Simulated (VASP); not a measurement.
Consider the following.

```
Fe2O3
1.0
    4.83869    -2.53312     0.00157
    4.83869     2.53312     0.00157
    3.51121     0.00000     4.18342
Fe O
4 6
Direct
  0.85359   0.85359   0.85359
  0.35359   0.35359   0.35359
  0.14641   0.14641   0.14641
  0.64641   0.64641   0.64641
  0.44465   0.05535   0.75000
  0.05535   0.75000   0.44465
  0.55535   0.94465   0.25000
  0.25000   0.55535   0.94465
  0.94465   0.25000   0.55535
  0.75000   0.44465   0.05535
```
Starting moments (μB, in the order of the record's atoms Fe Fe Fe Fe O O O O O O): 4.3 -4.3 4.3 -4.3 0.0 0.0 0.0 0.0 0.0 0.0.

Level of theory: PBE GGA + U (Dudarev), VASP's PBE PAW potentials (set 64) (plane waves; VASP 6.6.1). Settings: 520 eV cut-off, Gaussian smearing of 0.050 eV, potentials Fe O, U − J: Fe 5.30 eV.

Problem. Give the spin-up energies of bands 26 to 39 at the high-symmetry points, in eV from the valence-band maximum.

Solution. 
| band | Γ | T | H2 | L | S0 | F |
|---|---|---|---|---|---|---|
| 26 | -2.02 | -2.15 | -1.99 | -2.23 | -1.96 | -1.98 |
| 27 | -2.02 | -1.99 | -1.81 | -1.74 | -1.82 | -1.96 |
| 28 | -1.51 | -1.91 | -1.50 | -1.70 | -1.68 | -1.64 |
| 29 | -1.51 | -1.83 | -1.42 | -0.82 | -1.29 | -1.47 |
| 30 | -0.48 | -1.83 | -1.21 | -0.78 | -1.08 | -1.30 |
| 31 | -0.32 | -0.62 | -0.74 | -0.74 | -0.83 | -0.85 |
| 32 | -0.32 | -0.62 | -0.63 | -0.67 | -0.70 | -0.81 |
| 33 | -0.26 | -0.11 | -0.61 | -0.37 | -0.42 | -0.48 |
| 34 | -0.26 | -0.11 | -0.17 | -0.14 | -0.12 | -0.26 |
| 35 | 2.92 | 2.97 | 2.72 | 2.69 | 2.69 | 2.64 |
| 36 | 3.06 | 2.97 | 2.81 | 2.78 | 2.80 | 2.89 |
| 37 | 3.06 | 3.04 | 2.90 | 3.03 | 2.85 | 3.04 |
| 38 | 3.24 | 3.08 | 3.16 | 3.12 | 3.19 | 3.13 |
| 39 | 3.27 | 3.23 | 3.21 | 3.21 | 3.21 | 3.26 |

Problem. Give the spin-down energies of bands 26 to 39 at the high-symmetry points, in eV from the valence-band maximum.

Solution. 
```json
[
 {"band": "26", "Γ": "-2.02", "T": "-2.15", "H2": "-1.99", "L": "-2.23", "S0": "-1.96", "F": "-1.98"},
 {"band": "27", "Γ": "-2.02", "T": "-1.99", "H2": "-1.81", "L": "-1.74", "S0": "-1.82", "F": "-1.96"},
 {"band": "28", "Γ": "-1.51", "T": "-1.91", "H2": "-1.50", "L": "-1.70", "S0": "-1.68", "F": "-1.64"},
 {"band": "29", "Γ": "-1.51", "T": "-1.83", "H2": "-1.42", "L": "-0.82", "S0": "-1.29", "F": "-1.47"},
 {"band": "30", "Γ": "-0.48", "T": "-1.83", "H2": "-1.21", "L": "-0.78", "S0": "-1.08", "F": "-1.30"},
 {"band": "31", "Γ": "-0.32", "T": "-0.62", "H2": "-0.74", "L": "-0.74", "S0": "-0.83", "F": "-0.85"},
 {"band": "32", "Γ": "-0.32", "T": "-0.62", "H2": "-0.63", "L": "-0.67", "S0": "-0.70", "F": "-0.81"},
 {"band": "33", "Γ": "-0.26", "T": "-0.11", "H2": "-0.61", "L": "-0.37", "S0": "-0.42", "F": "-0.48"},
 {"band": "34", "Γ": "-0.26", "T": "-0.11", "H2": "-0.17", "L": "-0.14", "S0": "-0.12", "F": "-0.26"},
 {"band": "35", "Γ": "2.92", "T": "2.97", "H2": "2.72", "L": "2.69", "S0": "2.69", "F": "2.64"},
 {"band": "36", "Γ": "3.06", "T": "2.97", "H2": "2.81", "L": "2.78", "S0": "2.80", "F": "2.89"},
 {"band": "37", "Γ": "3.06", "T": "3.04", "H2": "2.90", "L": "3.03", "S0": "2.85", "F": "3.04"},
 {"band": "38", "Γ": "3.24", "T": "3.08", "H2": "3.16", "L": "3.12", "S0": "3.19", "F": "3.13"},
 {"band": "39", "Γ": "3.27", "T": "3.23", "H2": "3.21", "L": "3.21", "S0": "3.21", "F": "3.26"}
]
```

The gap is indirect, 2.64 eV, from the valence maximum at Γ-S0 at 0.55 to the conduction minimum at F.

The compound is Fe2O3 in the corundum structure. It was relaxed first.
